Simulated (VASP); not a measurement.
Input:

```xyz
1
Lattice="0.0000 2.0655 2.0655 2.0655 0.0000 2.0655 2.0655 2.0655 0.0000" Properties=species:S:1:pos:R:3 pbc="T T T"
Al     0.1200     0.0500     0.0000
```

The numbers are results of PBE GGA, VASP's PBE PAW potentials (set 64) (plane waves; VASP 6.6.1), not measurements. Run with 400 eV cut-off, 11×11×11 Γ-centred mesh, first-order Methfessel-Paxton smearing of 0.10 eV, potentials Al.

Energy and stress use the plane-wave basis of the starting cell.

The ions, cell shape and volume are relaxed. What does this cell relax into?

```xyz
1
Lattice="0.0000 2.0205 2.0205 2.0205 0.0000 2.0205 2.0205 2.0205 0.0000" Properties=species:S:1:pos:R:3 pbc="T T T"
Al     0.1174     2.0694     2.0205
```
Space group Fm-3m (225), at a tolerance of 0.03 Å.

How do energy and volume change from the first to the last step?

The energy (σ→0) changes by -16.8 meV/atom and the volume by -6.4 %, in 3 ionic steps.

The compound is Al in the fcc structure. This run relaxes it. Symmetry was kept, so distortions that lower it aren't found.
